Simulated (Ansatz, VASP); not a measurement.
**One calculation of ScIr, two programs**

The input INCAR:

```
SYSTEM = ScIr
  ALGO = Fast
  EDIFF = 1E-7
  ENCUT = 520
  ISIF = 2
  ISMEAR = 0
  LASPH = .TRUE.
  LCHARG = .FALSE.
  LREAL = .FALSE.
  LWAVE = .FALSE.
  NBANDS = 17
  NELM = 100
  PREC = Accurate
  SIGMA = 0.15
```

The input KPOINTS:

```
k-points
0
G
  16 16 16
  0 0 0
```

POSCAR

```
ScIr
1.0
    3.2060000000      0.0000000000      0.0000000000
    0.0000000000      3.2060000000      0.0000000000
    0.0000000000      0.0000000000      3.2060000000
Sc Ir
1 1
Direct
    0.5000000000      0.5000000000      0.5000000000
    0.0000000000      0.0000000000      0.0000000000
```

Input for Ansatz:

```yaml
crystal:
  lattice:
    - [3.206, 0.0, 0.0]
    - [0.0, 3.206, 0.0]
    - [0.0, 0.0, 3.206]
  atoms:
    - { symbol: Sc, position: [0.5, 0.5, 0.5] }
    - { symbol: Ir, position: [0.0, 0.0, 0.0] }
basis:
  ecutwfc: 420
kpoints:
  mp_grid: { grid: [16, 16, 16] }
hamiltonian:
  xc: lda
scf:
  occupations: { method: gaussian, width: 0.15 }
output:
  forces: true
  stress: true
  eigenvalues: true
  write_density: true
  write_potential: true
  elf: true
  volumetric_format: npy
```

Alike in both runs: task single point; functional LDA; k mesh 16 × 16 × 16; occupations gaussian, width 0.15 eV; no spin polarisation.

```csv
,VASP,Ansatz
version,VASP 6.6.1,Ansatz 0.2.0
potentials or method,"VASP PAW LDA potentials, release 64 (Sc_sv, Ir)","scalar-relativistic, plane waves, PAW"
plane-wave cutoff (eV),520,420
valence electrons in the cell,20,28
```

```csv
,VASP,Ansatz,Ansatz less VASP
gap on the k mesh at the Fermi level (eV),none,none,-
pressure (GPa),-6.5,-7.4,-0.88
```

A gap of «none» marks a metal or a gap that the smearing closes. The two sets of potentials don't hold the same shells in valence.

The runs have no spin-orbit coupling, so splittings on Ir are missing.
